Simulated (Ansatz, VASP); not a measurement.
**CdCu3Mo: VASP beside Ansatz**

```
Cd Cu Mo
1.0
     4.32948    0.00000    0.00000
     0.00000    4.32948    0.00000
     0.00000    0.00000    4.32948
Cd Cu Mo
1 3 1
Direct
  0.00000 0.00000 0.00000
  0.00000 0.50000 0.50000
  0.50000 0.00000 0.50000
  0.50000 0.50000 0.00000
  0.50000 0.50000 0.50000
```

Alike in both runs: task relaxation of cell and atoms; functional PBE; k mesh 4 × 4 × 4; occupations gaussian, width 0.2 eV; no spin polarisation.

|  | VASP | Ansatz |
| --- | --- | --- |
| version | VASP 6.6.1 | Ansatz 0.2.0 |
| potentials or method | VASP PAW PBE potentials, release 64 (Cd, Cu, Mo_sv) | scalar-relativistic, plane waves, PAW |
| plane-wave cutoff (eV) | 600 | 420 |
| valence electrons in the cell | 59 | 91 |

Ansatz gave:

```
gap on the k mesh at the Fermi level, each at its own relaxed structure (eV) : none
relaxed volume (Å³/atom)                                                     : 20.77
relaxed cell length with the largest relative difference (Å)                 : 4.700
energy change over the relaxation (meV/atom)                                 : -326
```

Problem. What did VASP give for the same quantities?

Solution. gap on the k mesh at the Fermi level, each at its own relaxed structure (eV): none; relaxed volume (Å³/atom): 20.85; relaxed cell length with the largest relative difference (Å): 4.706; energy change over the relaxation (meV/atom): -338.

A gap of «none» marks a metal or a gap that the smearing closes. The two sets of potentials don't hold the same shells in valence.

Caveats: the k mesh is coarse (spacing up to 0.36 Å⁻¹), so the values aren't converged; the volume moved by over 15 % at a fixed basis, so the end points are rough (VASP).
